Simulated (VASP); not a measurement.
# LiZn (Fd-3m) in VASP: notebook, part 2 of 2

VASP 6.6.1.

## Step 3: Single point, LDA

INCAR reads:

```
SYSTEM = LiZn
ALGO = Normal
EDIFF = 1E-6
ENCUT = 520
GGA = CA
ISIF = 2
ISMEAR = 1
LASPH = .TRUE.
LCHARG = .FALSE.
LREAL = .FALSE.
LWAVE = .FALSE.
NBANDS = 23
NELM = 100
PREC = Accurate
SIGMA = 0.2
```

KPOINTS reads:

```
k-points
0
G
  4 4 4
  0 0 0
```

POSCAR reads:

```
LiZn
1.0
    0.0000000000      3.1170000000      3.1170000000
    3.1170000000      0.0000000000      3.1170000000
    3.1170000000      3.1170000000      0.0000000000
Li Zn
2 2
Direct
    0.0000000000      0.0000000000      0.0000000000
    0.2500000000      0.2500000000      0.2500000000
    0.5000000000      0.5000000000      0.5000000000
    0.7500000000      0.7500000000      0.7500000000
```

Potentials or basis: VASP PAW LDA potentials, release 64 (Li_sv, Zn).

Command:

```sh
$ cat potpaw_LDA.64/Li_sv/POTCAR potpaw_LDA.64/Zn/POTCAR > POTCAR
$ mpirun -np 1 vasp_std > vasp.out
```

OUTCAR:

```text
SYSTEM = LiZn
   EDIFF = 1E-6
   ENCUT = 520
   GGA = CA
   ISIF = 2
   ISMEAR = 1
   LASPH = .TRUE.
   LREAL = .FALSE.
   NELM = 100
   PREC = Accurate

 ion  position               nearest neighbor table
   1  0.000  0.000  0.000-   4 2.70   4 2.70   4 2.70   4 2.70
   2  0.250  0.250  0.250-   3 2.70   3 2.70   3 2.70   3 2.70
   3  0.500  0.500  0.500-   2 2.70   2 2.70   2 2.70   4 2.70   4 2.70   4 2.70   4 2.70   2 2.70

   4  0.750  0.750  0.750-   3 2.70   3 2.70   3 2.70   1 2.70   1 2.70   1 2.70   3 2.70   1 2.70

  LATTYP: Found a face centered cubic cell.
 ALAT       =     6.2340000000

  Lattice vectors:

 A1 = (   0.0000000000,   3.1170000000,   3.1170000000)
 A2 = (   3.1170000000,   0.0000000000,   3.1170000000)
 A3 = (   3.1170000000,   3.1170000000,   0.0000000000)

Analysis of symmetry for initial positions (statically):
=====================================================================
 Subroutine PRICEL returns:
 Original cell was already a primitive cell.

 Routine SETGRP: Setting up the symmetry group for a
 face centered cubic supercell.

 Subroutine GETGRP returns: Found 48 space group operations
 (whereof 24 operations were pure point group operations)
 out of a pool of 48 trial point group operations.

The static configuration has the point symmetry T_d .
 The point group associated with its full space group is O_h .

Analysis of symmetry for dynamics (positions and initial velocities):
=====================================================================
 Subroutine PRICEL returns:
 Original cell was already a primitive cell.

 Routine SETGRP: Setting up the symmetry group for a
 face centered cubic supercell.

 Subroutine GETGRP returns: Found 48 space group operations
 (whereof 24 operations were pure point group operations)
 out of a pool of 48 trial point group operations.

The dynamic configuration has the point symmetry T_d .
 The point group associated with its full space group is O_h .

 Subroutine INISYM returns: Found 48 space group operations
 (whereof 24 operations are pure point group operations),
 and found     1 'primitive' translations

----------------------------------------------------------------------------------------

                                     Primitive cell

  volume of cell :      60.5676

  direct lattice vectors                    reciprocal lattice vectors
     0.000000000  3.117000000  3.117000000    -0.160410651  0.160410651  0.160410651
     3.117000000  0.000000000  3.117000000     0.160410651 -0.160410651  0.160410651
     3.117000000  3.117000000  0.000000000     0.160410651  0.160410651 -0.160410651

  length of vectors
     4.408103674  4.408103674  4.408103674     0.277839398  0.277839398  0.277839398

  position of ions in fractional coordinates (direct lattice)
     0.000000000  0.000000000  0.000000000
     0.250000000  0.250000000  0.250000000
     0.500000000  0.500000000  0.500000000
     0.750000000  0.750000000  0.750000000

  ion indices of the primitive-cell ions
   primitive index   ion index
                 1           1
                 2           2
                 3           3
                 4           4

[... 22 lines left out ...]
 ===========================================

 Found      8 irreducible k-points:

 Following reciprocal coordinates:
            Coordinates               Weight
  0.000000  0.000000  0.000000      1.000000
  0.250000  0.000000  0.000000      8.000000
  0.500000  0.000000  0.000000      4.000000
  0.250000  0.250000  0.000000      6.000000
  0.500000  0.250000  0.000000     24.000000
 -0.250000  0.250000  0.000000     12.000000
  0.500000  0.500000  0.000000      3.000000
 -0.250000  0.500000  0.250000      6.000000
   k-points           NKPTS =      8   k-points in BZ     NKDIM =      8   number of bands    NBANDS=     23
   number of dos      NEDOS =    301   number of ions     NIONS =      4
   total plane-waves  NPLWV =  46656
   dimension x,y,z NGX =    36 NGY =   36 NGZ =   36
   dimension x,y,z NGXF=    72 NGYF=   72 NGZF=   72
   ions per type =               2   2
   NGX,Y,Z   is equivalent  to a cutoff of  13.58, 13.58, 13.58 a.u.
   NGXF,Y,Z  is equivalent  to a cutoff of  27.15, 27.15, 27.15 a.u.
 SYSTEM =  LiZn
   PREC   = accura    normal or accurate (medium, high low for compatibility)
   ISTART =      0    job   : 0-new  1-cont  2-samecut
   ICHARG =      2    charge: 1-file 2-atom 10-const
   ISPIN  =      1    spin polarized calculation?
   LNONCOLLINEAR =      F non collinear calculations
   LSORBIT =      F    spin-orbit coupling
   LASPH  =      T    aspherical Exc in radial PAW
   ENCUT  =  520.0 eV  38.22 Ry    6.18 a.u.   8.20  8.20  8.20*2*pi/ulx,y,z
   NELM   =    100;   NELMIN=  2; NELMDL= -5     # of ELM steps
   EDIFF  = 0.1E-05   stopping-criterion for ELM
   LREAL  =      F    real-space projection
   EDIFFG = 0.1E-04   stopping-criterion for IOM
   NSW    =      0    number of steps for IOM
   IBRION =     -1    ionic relax: 0-MD 1-quasi-New 2-CG
   NFREE  =      0    steps in history (QN), initial steepest desc. (CG)
   ISIF   =      2    stress and relaxation
   ISYM   =      2    0-nonsym 1-usesym 2-fastsym
   POTIM  = 0.5000    time-step for ionic-motion
   TEBEG  =    0.0;   TEEND  =   0.0 temperature during run
   PSTRESS=    0.0 pullay stress
   NELECT =      30.0000    total number of electrons
   NUPDOWN=      -1.0000    fix difference up-down
   EMIN   =  10.00;   EMAX   =-10.00  energy-range for DOS
   EFERMI =   0.00;   METHOD = LEGACY
   ISMEAR =     1;   SIGMA  =   0.20  broadening in eV -4-tet -1-fermi 0-gaus
   EFERMI_NEDOS =   21; number of points for ismear=-14 and -15
   IALGO  =     38    algorithm
   IMIX   =      4    mixing-type and parameters
     AMIX     =   0.40;   BMIX     =  1.00
     AMIX_MAG =   1.60;   BMIX_MAG =  1.00
  volume/ion in A,a.u.               =      15.14       102.18
  Fermi-wavevector in a.u.,A,eV,Ry     =   1.295294  2.447751 22.827682  1.677787
  Thomas-Fermi vector in A             =   2.426823
   LORBIT       =      0    0 simple, 1 ext, 2 COOP (PROOUT), +10 PAW based schemes
   GGA     = CA    functional components
   LHFCALC =     F    Hartree Fock is set to
   AEXX    =    0.0000 exact exchange contribution
   IVDW    =     0    specifies the selected vdW correction
   LEPSILON=     F    determine dielectric tensor
   LRPA    =     F    only Hartree local field effects (RPA)
 non-spin polarized calculation
 Methfessel and Paxton  Order N= 1 SIGMA  =   0.20
  energy-cutoff  :      520.00
  volume of cell :       60.57
 maximum number of plane-waves:      1660
 NGX is ok and might be reduce to    36
   NGX = 17   NGY = 17   NGZ = 17

 number of electron      30.0000023 magnetization

 Free energy of the ion-electron system (eV)
  ---------------------------------------------------
  ext. energy  EPLUGINS =         0.00000000
  ---------------------------------------------------
  free energy    TOTEN  =        -8.65124657 eV

  energy without entropy =       -8.62916739  energy(sigma->0) =       -8.64388685

 E-fermi :   1.7679     XC(G=0):  -9.9605

 val. band max:        1.7505820692   @ k =   0.5000   0.2500   0.0000
 cond. band min:       2.0756745559   @ k =   0.2500   0.2500   0.0000
 fundamental gap:      0.3250924867
 Fermi energy:         1.7678562720

 k-point     1 :       0.0000    0.0000    0.0000
  band No.  band energies     occupation
      1     -43.2965      2.00000
      2     -43.2441      2.00000
      3      -5.6878      2.00000
      4      -5.4849      2.00000
      5      -5.4849      2.00000
      6      -5.4849      2.00000
[... 197 lines left out ...]
     22      12.6252      0.00000
     23      12.7779      0.00000

------------------------ aborting loop because EDIFF is reached ----------------------------------------

  FORCE on cell =-STRESS in cart. coord.  units (eV):
  Direction    XX          YY          ZZ          XY          YZ          ZX
  --------------------------------------------------------------------------------------
  -------------------------------------------------------------------------------------
  Total       -1.9562879     -1.9562879     -1.9562879      0.0000000     -0.0000000     -0.0000000
  in kB      -51.7491169    -51.7491169    -51.7491169      0.0000000     -0.0000000     -0.0000000
  external PRESSURE =     -51.7491169 kB  Pullay stress =       0.0000000 kB

 VOLUME and BASIS-vectors are now :
 -----------------------------------------------------------------------------
  energy-cutoff  :      520.00
  volume of cell :       60.57
      direct lattice vectors                 reciprocal lattice vectors
     0.000000000  3.117000000  3.117000000    -0.160410651  0.160410651  0.160410651
     3.117000000  0.000000000  3.117000000     0.160410651 -0.160410651  0.160410651
     3.117000000  3.117000000  0.000000000     0.160410651  0.160410651 -0.160410651

 POSITION                                       TOTAL-FORCE (eV/Angst)
 -----------------------------------------------------------------------------------
      0.00000      0.00000      0.00000         0.000000      0.000000      0.000000
      1.55850      1.55850      1.55850        -0.000000     -0.000000     -0.000000
      3.11700      3.11700      3.11700        -0.000000     -0.000000      0.000000
      4.67550      4.67550      4.67550        -0.000000      0.000000     -0.000000
 -----------------------------------------------------------------------------------
    total drift:                                0.000000      0.000000      0.000000

  FREE ENERGIE OF THE ION-ELECTRON SYSTEM (eV)
  ---------------------------------------------------
  free  energy   TOTEN  =        -8.6512465739 eV

  energy  without entropy=       -8.6291673894  energy(sigma->0) =       -8.64388685
```

OSZICAR:

```text
N       E                     dE             d eps       ncg     rms          rms(c)
DAV:   1     0.146614534756E+03    0.14661E+03   -0.13575E+04   368   0.167E+03
DAV:   2     0.220291273204E+01   -0.14441E+03   -0.13873E+03   382   0.313E+02
DAV:   3    -0.870727697497E+01   -0.10910E+02   -0.10756E+02   617   0.785E+01
DAV:   4    -0.924658509923E+01   -0.53931E+00   -0.53859E+00   466   0.132E+01
DAV:   5    -0.925155325251E+01   -0.49682E-02   -0.49677E-02   470   0.153E+00    0.391E+00
DAV:   6    -0.871153991961E+01    0.54001E+00   -0.27682E+00   445   0.276E+01    0.265E+00
DAV:   7    -0.866641295883E+01    0.45127E-01   -0.23406E-01   447   0.676E+00    0.953E-01
DAV:   8    -0.865206081663E+01    0.14352E-01   -0.14754E-02   431   0.111E+00    0.166E-01
DAV:   9    -0.865129757068E+01    0.76325E-03   -0.12620E-03   582   0.364E-01    0.492E-02
DAV:  10    -0.865124641856E+01    0.51152E-04   -0.17454E-04   438   0.882E-02    0.121E-02
DAV:  11    -0.865124651127E+01   -0.92711E-07   -0.21151E-05   540   0.496E-02    0.823E-03
DAV:  12    -0.865124657391E+01   -0.62633E-07   -0.13686E-06   306   0.155E-02
   1 F= -.86512466E+01 E0= -.86438868E+01  d E =-.220792E-01
```

stdout:

```text
POSCAR found type information on POSCAR LiZn
 POSCAR found :  2 types and       4 ions
 scaLAPACK will be used
 LDA part: xc-table for (Slater(with rela. corr.)+CA(PZ))
 , standard interpolation
 POSCAR, INCAR and KPOINTS ok, starting setup
 FFT: planning ... GRIDC
 FFT: planning ... GRID_SOFT
 FFT: planning ... GRID
 WAVECAR not read
 entering main loop
```

It took 8.3 s on 1 thread of Intel Xeon Platinum 8375C at 2.90GHz (Ice Lake), shared host; peak memory 0.16 GiB.

What came out:

```
Free energy            : -8.6512 eV
Band gap on the k mesh : none (metal or under the smearing width)
```

Levels at points of the mesh, in eV from the Fermi level:
```tsv
k point	band 12	band 13	band 14	band 15	band 16	band 17
(0.00, 0.00, 0.00)	-6.70	-6.70	3.43	3.43	3.43	3.55
(0.50, 0.00, 0.00)	-6.71	-5.36	-3.60	1.80	1.80	3.10
(0.50, 0.50, 0.00)	-6.69	-4.01	-4.01	-0.86	-0.86	2.64
```

Caveat: the k mesh is coarse (spacing up to 0.44 Å⁻¹), so the values aren't converged; the cutoff is under 1.25 times the usual one of these potentials, so pressure, stress and relaxed cells hold a basis-set (Pulay) error.
